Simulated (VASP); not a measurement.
Data:

```yaml
crystal:
  lattice:
    - [0.00000, 2.32744, 2.32744]
    - [2.32744, 0.00000, 2.32744]
    - [2.32744, 2.32744, 0.00000]
  atoms:
    - { symbol: Cd, position: [0.00000, 0.00000, 0.00000] }
    - { symbol: O, position: [0.50000, 0.50000, 0.50000] }
```

Computed with LDA (Ceperley-Alder, Perdew-Zunger), VASP's LDA PAW potentials (set 64) (plane waves; VASP). Numerical set-up: 520 eV cut-off, 12×12×12 Γ-centred mesh, first-order Methfessel-Paxton smearing of 0.10 eV, potentials Cd O.

Task: Estimate the energy per atom (σ→0), band gap (on the k-mesh) with the smallest direct gap where there is one.

Result: 
```
Item                                                        Result
------------------------  ----------------------------------------
band gap (on the k-mesh)  none (metal, semimetal or under 0.01 eV)
energy per atom (σ→0)                               -4.670 eV/atom
```

The compound is CdO in the rock salt structure. It was relaxed first. The start is the result of an earlier pass.
